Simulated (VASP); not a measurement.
Data:

```yaml
crystal:
  lattice:
    - [6.69482, 0.00000, 0.00000]
    - [-3.34741, 5.79788, 0.00000]
    - [0.00000, 0.00000, 2.81561]
  atoms:
    - { symbol: W, position: [0.23567, 0.00000, 0.00000] }
    - { symbol: W, position: [0.00000, 0.23567, 0.00000] }
    - { symbol: W, position: [0.76433, 0.76433, 0.00000] }
    - { symbol: W, position: [0.57943, 0.00000, 0.50000] }
    - { symbol: W, position: [0.00000, 0.57943, 0.50000] }
    - { symbol: W, position: [0.42057, 0.42057, 0.50000] }
    - { symbol: N, position: [0.00000, 0.00000, 0.50000] }
    - { symbol: N, position: [0.33333, 0.66667, 0.00000] }
    - { symbol: N, position: [0.66667, 0.33333, 0.00000] }
```

Computed with PBEsol GGA, VASP's PBE PAW potentials (set 64) (plane waves; VASP 6.6.1). Numerical set-up: 520 eV cut-off, 6×6×12 Γ-centred mesh, tetrahedra with Blöchl corrections, potentials W_sv N.

The cores are frozen, which limits the accuracy of field gradients.

### Question
Give the principal components of the electric field gradient (V/Å²) and the asymmetry η at each nucleus.

### Answer

| atom | Vxx | Vyy | Vzz | η |
|---|---|---|---|---|
| W1 | -171.2 | -53.0 | 224.2 | 0.53 |
| W2 | -171.2 | -53.0 | 224.2 | 0.53 |
| W3 | -171.2 | -53.0 | 224.2 | 0.53 |
| W4 | -169.1 | -66.2 | 235.3 | 0.44 |
| W5 | -169.2 | -66.2 | 235.3 | 0.44 |
| W6 | -169.1 | -66.2 | 235.3 | 0.44 |
| N7 | -1.3 | -1.3 | 2.6 | 0.00 |
| N8 | 18.7 | 18.7 | -37.3 | 0.00 |
| N9 | 18.7 | 18.7 | -37.3 | 0.00 |

The structure was generated: W2N was put into the Fe2P type (P-62m), which need not be its known phase. It was relaxed first, which changed the volume by -5 %.
